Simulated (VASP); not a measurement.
Given:

```xyz
2
Lattice="0.0000 2.2060 2.2060 2.2060 0.0000 2.2060 2.2060 2.2060 0.0000" Properties=species:S:1:pos:R:3 pbc="T T T"
Na     0.0000     0.0000     0.0000
F      2.2060     2.2060     2.2060
```

Method: PBEsol GGA, VASP's PBE PAW potentials (set 64) (plane waves; VASP). Numerical set-up: 620 eV cut-off, 10×10×10 Γ-centred mesh, Gaussian smearing of 0.050 eV, potentials Na_pv F.

Task: What does the run give for the energy per atom (σ→0), pressure, band gap (on the k-mesh) with the smallest direct gap where there is one?

Result: 
- band gap (on the k-mesh) = 7.00 eV
- smallest direct gap (on the k-mesh) = 7.00 eV
- energy per atom (σ→0) = -4.338 eV/atom
- pressure = 9.77 GPa

Total energies compare only between runs with the same potentials, cut-off and functional.

The compound is NaF in the rock salt structure. It was relaxed first under an external pressure of 10 GPa.
